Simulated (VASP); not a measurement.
Crystal: MgGe2.

```
CELL_PARAMETERS angstrom
2.92506 -3.06088 0.00000
2.92506 3.06088 0.00000
0.00000 0.00000 4.09567
ATOMIC_POSITIONS crystal
Mg 0.50000 0.50000 0.50000
Ge 0.50000 0.50000 0.00000
Ge 0.00000 0.00000 0.00000
```

The cell was built by a generator and needn't be a form met in nature.

```yaml
Program: VASP 6.6.1
Task: relaxation of cell and atoms
Functional: r2SCAN
Potentials_or_basis: VASP PAW PBE potentials, release 64 (Mg, Ge_d)
Cutoff: 600 eV
k_mesh: 6 × 6 × 7
Occupations: gaussian, width 0.05 eV
Spin: no spin polarisation
```

At the start: pressure 14.0 GPa; volume 24.45 Å³/atom.

Problem. How do energy, volume and symmetry change on relaxing?

Solution. Over 21 steps the energy falls by 1011.0 meV/atom and the volume is 23.21 Å³/atom (-5.0 %); space group P4/mmm (No. 123, to 0.05 Å).

The path:
```
step  energy change (eV)  largest force (eV/Å)  pressure (GPa)  volume (Å³)
   1              0.0000                0.0000           14.03        73.34
   2             -2.3137                0.0000           -6.35        91.74
   3             -2.6517                0.0000           -5.19        84.22
   4             -2.9438                0.0000           -2.06        75.22
   5             -2.9877                0.0000           -0.94        72.25
   6             -3.0062                0.0000            2.80        66.50
   7             -3.0198                0.0000            0.08        69.63
   8             -3.0209                0.0000            1.66        67.66
   9             -3.0241                0.0000            0.87        68.64
  10             -3.0298                0.0000            0.40        69.14
  11             -3.0319                0.0000            0.53        68.96
  12             -3.0331                0.0000           -0.03        69.70
  13             -3.0331                0.0000           -0.04        69.63
  14             -3.0331                0.0000            0.17        69.60
  15             -3.0331                0.0000           -0.07        69.62
  16             -3.0331                0.0000            0.06        69.52
  17             -3.0331                0.0000            0.03        69.58
  18             -3.0331                0.0000           -0.04        69.59
  19             -3.0331                0.0000           -0.03        69.58
  20             -3.0331                0.0000            0.04        69.58
  21             -3.0331                0.0000           -0.02        69.64
```

Final structure:
```cif
data_structure
_symmetry_space_group_name_H-M 'P 1'
_symmetry_Int_Tables_number 1
_cell_length_a 3.6855
_cell_length_b 3.6855
_cell_length_c 5.1266
_cell_angle_alpha 90.000
_cell_angle_beta 90.000
_cell_angle_gamma 90.014
_cell_volume 69.64
loop_
_atom_site_label
_atom_site_type_symbol
_atom_site_fract_x
_atom_site_fract_y
_atom_site_fract_z
_atom_site_occupancy
Mg1 Mg 0.50000 0.50000 0.50000 1
Ge1 Ge 0.50000 0.50000 0.00000 1
Ge2 Ge 0.00000 0.00000 0.00000 1
```

Caveat: the PAW data sets were made with another functional, which shifts forces and pressure a little.
